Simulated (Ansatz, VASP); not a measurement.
# FeGe in two plane-wave programs, part 2 of 3

Wanted: the spread between two codes on one cell, functional and k mesh.

VASP 6.6.1 and Ansatz 0.2.0.

So far: Starting point; Ansatz: relaxation of cell and atoms, PBE.

The database entry behind the starting cell differs from later determinations by our own check (about 0.2 % short), so it need not match the best structure at ambient conditions.

## 3. VASP: relaxation of cell and atoms, PBE

Level of this step: PBE, spin-polarised from a ferromagnetic start; plane waves and PAW (Fe, Ge_d) (VASP).

The same cell, functional, mesh and smearing now go to VASP, with its own data sets and cutoff.

Lines of VASP's logs that name or quote its potential files are left out, and so is its time.

INCAR reads:

```
SYSTEM = FeGe
PREC = Accurate
ENCUT = 520
EDIFF = 1E-06
NELM = 100
ISMEAR = -1
SIGMA = 0.05
LREAL = .FALSE.
ALGO = Normal
GGA = PE
NBANDS = 65
ISPIN = 2
MAGMOM = 3 3 3 3 0 0 0 0
LASPH = .TRUE.
LMAXMIX = 4
LORBIT = 11
LWAVE = .FALSE.
LCHARG = .FALSE.
KPAR = 8
IBRION = 2
NSW = 60
ISIF = 3
EDIFFG = -0.01
```

POSCAR reads:

```
FeGe
1.0
    4.6890000000      0.0000000000      0.0000000000
    0.0000000000      4.6890000000      0.0000000000
    0.0000000000      0.0000000000      4.6890000000
Fe Ge
4 4
Direct
    0.1350000000      0.1350000000      0.1350000000
    0.3650000000      0.8650000000      0.6350000000
    0.6350000000      0.3650000000      0.8650000000
    0.8650000000      0.6350000000      0.3650000000
    0.8420000000      0.8420000000      0.8420000000
    0.6580000000      0.1580000000      0.3420000000
    0.3420000000      0.6580000000      0.1580000000
    0.1580000000      0.3420000000      0.6580000000
```

KPOINTS reads:

```
Automatic mesh
0
Gamma
5 5 5
0 0 0
```

The projector-augmented-wave data sets are Fe and Ge_d (PBE family, release 64).

Command:

```
$ mpirun -np 8 vasp_std
```

Numbers of over 12 decimals in the logs are rounded to 6 here.

What it wrote:

```text
[banner, memory and clock lines left out]
running    8 mpi-ranks, on    1 nodes
 distrk:  each k-point on    1 cores,    8 groups
 distr:  one band on    1 cores,    1 groups

 POSCAR found type information on POSCAR FeGe
 POSCAR found :  2 types and       8 ions
|                                                                             |
|           W    W    AA    RRRRR   N    N  II  N    N   GGGG   !!!           |
|           W    W   A  A   R    R  NN   N  II  NN   N  G    G  !!!           |
|           W    W  A    A  R    R  N N  N  II  N N  N  G       !!!           |
|           W WW W  AAAAAA  RRRRR   N  N N  II  N  N N  G  GGG   !            |
|           WW  WW  A    A  R   R   N   NN  II  N   NN  G    G                |
|           W    W  A    A  R    R  N    N  II  N    N   GGGG   !!!           |
|                                                                             |
|     For optimal performance we recommend to set                             |
|       NCORE = 2 up to number-of-cores-per-socket                            |
|     NCORE specifies how many cores store one orbital (NPAR=cpu/NCORE).      |
|     This setting can greatly improve the performance of VASP for DFT.       |
|     The default, NCORE=1 might be grossly inefficient on modern             |
|     multi-core architectures or massively parallel machines. Do your        |
|     Unfortunately you need to use the default for GW and RPA                |
|     calculations (for HF NCORE is supported but not extensively tested      |
|     yet).                                                                   |
|                                                                             |

 LDA part: xc-table for (Slater+PW92), standard interpolation
 POSCAR, INCAR and KPOINTS ok, starting setup
 FFT: planning ... GRIDC
 FFT: planning ... GRID_SOFT
 FFT: planning ... GRID
 WAVECAR not read
 entering main loop
       N       E                     dE             d eps       ncg     rms          rms(c)
DAV:   1     0.975187240251E+03    0.97519E+03   -0.34167E+04  3612   0.362E+03
DAV:   2     0.155067493337E+03   -0.82012E+03   -0.75543E+03  2860   0.865E+02
DAV:   3    -0.393197762209E+02   -0.19439E+03   -0.18160E+03  2876   0.240E+02
DAV:   4    -0.560064963375E+02   -0.16687E+02   -0.16380E+02  3206   0.805E+01
DAV:   5    -0.563752388424E+02   -0.36874E+00   -0.36801E+00  3137   0.139E+01    0.256E+01
DAV:   6    -0.614153212724E+02   -0.50401E+01   -0.42843E+01  3500   0.666E+01    0.302E+01
DAV:   7    -0.518622708083E+02    0.95531E+01   -0.25578E+01  3302   0.510E+01    0.580E+00
DAV:   8    -0.519112574521E+02   -0.48987E-01   -0.17540E+00  3224   0.575E+00    0.304E+00
DAV:   9    -0.518424975436E+02    0.68760E-01   -0.11142E-01  3578   0.271E+00    0.120E+00
DAV:  10    -0.518328362107E+02    0.96613E-02   -0.17285E-02  3286   0.926E-01    0.343E-01
DAV:  11    -0.518320021480E+02    0.83406E-03   -0.24809E-03  3372   0.368E-01    0.126E-01
DAV:  12    -0.518319761392E+02    0.26009E-04   -0.30006E-04  3574   0.119E-01    0.682E-02
DAV:  13    -0.518319664820E+02    0.96571E-05   -0.30774E-05  3452   0.373E-02    0.260E-02
DAV:  14    -0.518319733303E+02   -0.68483E-05   -0.13638E-05  2773   0.266E-02    0.132E-02
DAV:  15    -0.518319730229E+02    0.30744E-06   -0.12535E-06  1762   0.106E-02
   1 F= -.51831973E+02 E0= -.51803332E+02  d E =-.518320E+02  mag=     4.2801
[...]
2 F= -.51832387E+02 E0= -.51805274E+02  d E =-.414385E-03  mag=     4.1758
[...]
3 F= -.51843902E+02 E0= -.51816184E+02  d E =-.119293E-01  mag=     4.2243
[...]
4 F= -.51843888E+02 E0= -.51816155E+02  d E =-.119153E-01  mag=     4.2252
[...]
5 F= -.51843955E+02 E0= -.51816222E+02  d E =-.670925E-04  mag=     4.2237
 trial-energy change:   -0.000067  1 .order   -0.000070   -0.000123   -0.000017
 step:   1.0421(harm=  1.0421)  dis= 0.00053  next Energy=   -51.843960 (dE=-0.712E-04)
 bond charge predicted
       N       E                     dE             d eps       ncg     rms          rms(c)
DAV:   1    -0.518439627879E+02   -0.74705E-05   -0.36815E-04  3769   0.101E-01    0.110E-02
DAV:   2    -0.518439631503E+02   -0.36242E-06   -0.13146E-05  3298   0.384E-02    0.871E-03
DAV:   3    -0.518439620247E+02    0.11257E-05   -0.27696E-06  2459   0.202E-02    0.434E-03
DAV:   4    -0.518439618892E+02    0.13545E-06   -0.40874E-07  1455   0.616E-03
   6 F= -.51843962E+02 E0= -.51816229E+02  d E =-.735678E-04  mag=     4.2234
 curvature:  -0.33 expect dE=-0.390E-05 dE for cont linesearch -0.309E-05
 trial: gam=-0.06199 g(F)=  0.114E-04 g(S)=  0.405E-06 ort = 0.285E-04 (trialstep = 0.927E+00)
 search vector abs. value=  0.864E-05
 reached required accuracy - stopping structural energy minimisation
```

Parts of OUTCAR (step 3):

```text
ion  position               nearest neighbor table
   1  0.135  0.135  0.135-   5 2.38   8 2.44   7 2.44   6 2.44   7 2.64   8 2.64   6 2.64   2 2.87
                             4 2.87   2 2.87   4 2.87   3 2.87   3 2.87
   2  0.365  0.865  0.635-   6 2.38   7 2.44   5 2.44   8 2.44   7 2.64   8 2.64   5 2.64   1 2.87
                             3 2.87   1 2.87   3 2.87   4 2.87   4 2.87
   3  0.635  0.365  0.865-   7 2.38   6 2.44   5 2.44   8 2.44   8 2.64   6 2.64   5 2.64   4 2.87
                             2 2.87   2 2.87   4 2.87   1 2.87   1 2.87
   4  0.865  0.635  0.365-   8 2.38   5 2.44   7 2.44   6 2.44   6 2.64   5 2.64   7 2.64   3 2.87
                             1 2.87   1 2.87   3 2.87   2 2.87   2 2.87
   5  0.842  0.842  0.842-   1 2.38   4 2.44   3 2.44   2 2.44   3 2.64   4 2.64   2 2.64   6 2.90
                             7 2.90   8 2.90   6 2.90   8 2.90   7 2.90
   6  0.658  0.158  0.342-   2 2.38   3 2.44   1 2.44   4 2.44   3 2.64   4 2.64   1 2.64   8 2.90
                             5 2.90   5 2.90   7 2.90   7 2.90   8 2.90
   7  0.342  0.658  0.158-   3 2.38   2 2.44   1 2.44   4 2.44   4 2.64   2 2.64   1 2.64   8 2.90
                             5 2.90   8 2.90   6 2.90   6 2.90   5 2.90
   8  0.158  0.342  0.658-   4 2.38   1 2.44   3 2.44   2 2.44   2 2.64   1 2.64   3 2.64   7 2.90
                             5 2.90   7 2.90   5 2.90   6 2.90   6 2.90

  LATTYP: Found a simple cubic cell.
 ALAT       =     4.6890000000

 Subroutine GETGRP returns: Found 12 space group operations
 (whereof  3 operations were pure point group operations)

The static configuration has the point symmetry C_3 .
 The point group associated with its full space group is T   .

 Found     11 irreducible k-points:

   k-points           NKPTS =     11   k-points in BZ     NKDIM =     11   number of bands    NBANDS=     65

   dimension x,y,z NGX =    36 NGY =   36 NGZ =   36
   dimension x,y,z NGXF=    72 NGYF=   72 NGZF=   72

   ENCUT  =  520.0 eV  38.22 Ry    6.18 a.u.   8.72  8.72  8.72*2*pi/ulx,y,z

   NELECT =      88.0000    total number of electrons

 k-points in reciprocal lattice and weights: Automatic mesh
   0.00000000  0.00000000  0.00000000       0.008
   0.20000000  0.00000000  0.00000000       0.048
   0.40000000  0.00000000  0.00000000       0.048
   0.20000000  0.20000000  0.00000000       0.096
   0.40000000  0.20000000  0.00000000       0.096
  -0.20000000  0.40000000  0.00000000       0.096
   0.40000000  0.40000000  0.00000000       0.096
   0.20000000  0.20000000  0.20000000       0.064
   0.40000000  0.20000000  0.20000000       0.192
   0.40000000  0.40000000  0.20000000       0.192
   0.40000000  0.40000000  0.40000000       0.064

 average (electrostatic) potential at core
       1 -40.9938       2 -40.9938       3 -40.9938       4 -40.9938       5 -71.1128
       6 -71.1128       7 -71.1128       8 -71.1128

 E-fermi :   8.1756

 spin component 1
 k-point     1 :       0.0000    0.0000    0.0000
  band No.  band energies     occupation
    ...
     43       7.3322      1.00000
     44       7.3322      1.00000
     45       7.8939      0.99644
     46       7.8939      0.99644
     47       7.8939      0.99644
     48      10.0044      0.00000
     49      10.0044      0.00000
     50      10.0044      0.00000
     51      10.9661      0.00000
     52      10.9661      0.00000
    ...

 k-point     2 :       0.2000    0.0000    0.0000
  band No.  band energies     occupation
    ...
     42       7.2584      1.00000
     43       7.3438      1.00000
     44       7.4978      1.00000
     45       7.7376      0.99984
     46       7.8080      0.99936
     47       8.5903      0.00025
     48       9.3211      0.00000
     49       9.6071      0.00000
     50      10.0098      0.00000
     51      10.0412      0.00000
    ...

 k-point     3 :       0.4000    0.0000    0.0000
  band No.  band energies     occupation
    ...
     42       7.1531      1.00000
     43       7.4086      1.00000
     44       7.4393      1.00000
     45       7.6203      0.99998
     46       7.6888      0.99994
     47       9.0033      0.00000
     48       9.0626      0.00000
     49       9.1768      0.00000
     50       9.2668      0.00000
     51      11.0186      0.00000
    ...

 k-point     4 :       0.2000    0.2000    0.0000
  band No.  band energies     occupation
    ...
     42       7.1607      1.00000
     43       7.2972      1.00000
     44       7.4428      1.00000
     45       7.6639      0.99996
     46       7.9093      0.99516
     47       8.5754      0.00034
     48       9.2244      0.00000
     49       9.5072      0.00000
     50      10.0527      0.00000
     51      10.2623      0.00000
    ...

 k-point     5 :       0.4000    0.2000    0.0000
  band No.  band energies     occupation
    ...
     42       7.0391      1.00000
     43       7.3111      1.00000
     44       7.4280      1.00000
     45       7.5434      1.00000
     46       7.7055      0.99992
     47       8.7609      0.00001
     48       8.9851      0.00000
     49       9.6894      0.00000
     50      10.1119      0.00000
     51      10.3427      0.00000
    ...

 k-point     6 :      -0.2000    0.4000    0.0000
  band No.  band energies     occupation
    ...
     42       7.0085      1.00000
     43       7.3363      1.00000
     44       7.4480      1.00000
     45       7.5578      1.00000
     46       7.7325      0.99986
     47       8.8477      0.00000
     48       9.2295      0.00000
     49       9.3842      0.00000
     50      10.0566      0.00000
     51      10.7689      0.00000
    ...

  Total       -0.0047314     -0.0047314     -0.0047314      0.0000000      0.0000000      0.0000000
  in kB       -0.0745952     -0.0745952     -0.0745952      0.0000000      0.0000000      0.0000000
  external PRESSURE =      -0.0745952 kB  Pullay stress =       0.0000000 kB

  energy-cutoff  :      520.00
  volume of cell :      101.62
      direct lattice vectors                 reciprocal lattice vectors
     4.666551332  0.000000000  0.000000000     0.214291010  0.000000000 -0.000000000
    -0.000000000  4.666551332 -0.000000000    -0.000000000  0.214291010  0.000000000
     0.000000000 -0.000000000  4.666551332    -0.000000000  0.000000000  0.214291010

 POSITION                                       TOTAL-FORCE (eV/Angst)
 -----------------------------------------------------------------------------------
      0.62951      0.62951      0.62951        -0.000086     -0.000086     -0.000086
      1.70377      4.03704      2.96278         0.000086      0.000086     -0.000086
      2.96278      1.70377      4.03704        -0.000086      0.000086      0.000086
      4.03704      2.96278      1.70377         0.000086     -0.000086      0.000086
      3.92812      3.92812      3.92812        -0.004444     -0.004444     -0.004444
      3.07171      0.73843      1.59484         0.004444      0.004444     -0.004444
      1.59484      3.07171      0.73843        -0.004444      0.004444      0.004444
      0.73843      1.59484      3.07171         0.004444     -0.004444      0.004444
 -----------------------------------------------------------------------------------
    total drift:                               -0.000000      0.000000      0.000000

  FREE ENERGIE OF THE ION-ELECTRON SYSTEM (eV)
  ---------------------------------------------------
  free  energy   TOTEN  =       -51.8439618892 eV

  energy  without entropy=      -51.7884955512  energy(sigma->0) =      -51.81622872

 reached required accuracy - stopping structural energy minimisation

 total charge
# of ion       s       p       d       tot
------------------------------------------
    1        0.379   0.502   6.464   7.346
    2        0.379   0.502   6.464   7.346
    3        0.379   0.502   6.464   7.346
    4        0.379   0.502   6.464   7.346
    5        1.115   1.243  10.119  12.478
    6        1.115   1.243  10.119  12.478
    7        1.115   1.243  10.119  12.478
    8        1.115   1.243  10.119  12.478
--------------------------------------------------
tot          5.979   6.983  66.333  79.294

 magnetization (x)
# of ion       s       p       d       tot
------------------------------------------
    1       -0.000  -0.005   1.176   1.170
    2       -0.000  -0.005   1.176   1.170
    3       -0.000  -0.005   1.176   1.170
    4       -0.000  -0.005   1.176   1.170
    5       -0.012  -0.062  -0.006  -0.079
    6       -0.012  -0.062  -0.006  -0.079
    7       -0.012  -0.062  -0.006  -0.079
    8       -0.012  -0.062  -0.006  -0.079
--------------------------------------------------
tot         -0.048  -0.269   4.680   4.363

[... 6 further parts left out ...]
```

The run keeps the 12 symmetry operations of its start, so it cannot find a distortion of lower symmetry.

## 4. Comparison

Known differences besides the potentials themselves: both relaxations stop at a tolerance, which leaves soft axes loose, and VASP keeps its plane-wave basis; the data sets hold 120 valence electrons in Ansatz (default PAW (the set named soft_2) files) and 88 in VASP; the cutoff is 420 eV in Ansatz and 520 eV in VASP; Ansatz adds a Pulay correction to the stress that steers its cell, VASP none; site moments are counted in spheres of each program's own size. Total energies have different zeros and are not compared.

Compared:

```
                                         quantity  Ansatz    VASP  difference
                                      volume (Å³)  101.42  101.62     -0.19 %
edge a after relaxation, in the typed setting (Å)   4.663   4.667     -0.07 %
                                total moment (μB)    4.21    4.22       -0.01
                               moment on Fe1 (μB)    1.16    1.17       -0.01
                               moment on Fe2 (μB)    1.16    1.17       -0.01
                               moment on Fe3 (μB)    1.16    1.17       -0.01
                               moment on Fe4 (μB)    1.16    1.17       -0.01
                               moment on Ge5 (μB)   -0.05   -0.08       +0.03
                               moment on Ge6 (μB)   -0.05   -0.08       +0.03
                               moment on Ge7 (μB)   -0.05   -0.08       +0.03
                               moment on Ge8 (μB)   -0.05   -0.08       +0.03
```

The walks stopped with 0.02 GPa left in Ansatz and -0.01 GPa in VASP; each walk ends within a tolerance, so the volume difference is uncertain by about these residues over the bulk modulus, most in soft cells.

[end of part 2 of 3]

[Lines on the potential files, build, host, timing and source positions are cut from VASP's logs without a mark.]

[Logs are printed without paths, hosts, clocks, repeated set-up lines and the standing remarks that a program may print on its own settings, such as how far it seeks lower states.]

[Hosts, paths, dates, database ids (printed as entryN), source tags and the programs' standing remarks are cut or masked in the printed files.]
